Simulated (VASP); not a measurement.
A run of VASP 6.6.1:

INCAR

```
  PREC = Accurate
  ENCUT = 520
  EDIFF = 1E-6
  ISMEAR = 0
  SIGMA = 0.05
  LREAL = F
  LASPH = T
  NELM = 100
  ALGO = Fast
  ISIF = 2
  LWAVE = F
  LCHARG = F
  NBANDS = 34
```

KPOINTS

```
Automatic mesh
0
Gamma
  4 4 4
```

File POSCAR:

```
Tl3TeI
1.0
    7.3247589604      0.0000000000      0.0000000000
    0.0000000000      7.3247589604      0.0000000000
    0.0000000000      0.0000000000      7.3247589604
I Te Tl
1 1 3
Direct
    0.0000000000      0.0000000000      0.0000000000
    0.5000000000      0.5000000000      0.5000000000
    0.5000000000      0.5000000000      0.0000000000
    0.5000000000      0.0000000000      0.5000000000
    0.0000000000      0.5000000000      0.5000000000
```

Potentials or basis: VASP PAW LDA potentials, release 64 (I, Te, Tl_d).

Launch:

```console
$ cat potpaw_LDA.64/I/POTCAR potpaw_LDA.64/Te/POTCAR potpaw_LDA.64/Tl_d/POTCAR > POTCAR
$ mpirun -np 1 vasp_std > vasp.out
```

Hardware: 1 thread of Intel(R) Xeon(R) 6975P-C (Granite Rapids), with other jobs on the host.

**Question.** Estimate the wall time of this run.

**Answer.** Wall time 57 s on 1 thread of Intel(R) Xeon(R) 6975P-C (Granite Rapids), with other jobs on the host, peak memory 0.38 GiB. Counts: scf iterations 15, k points 10.
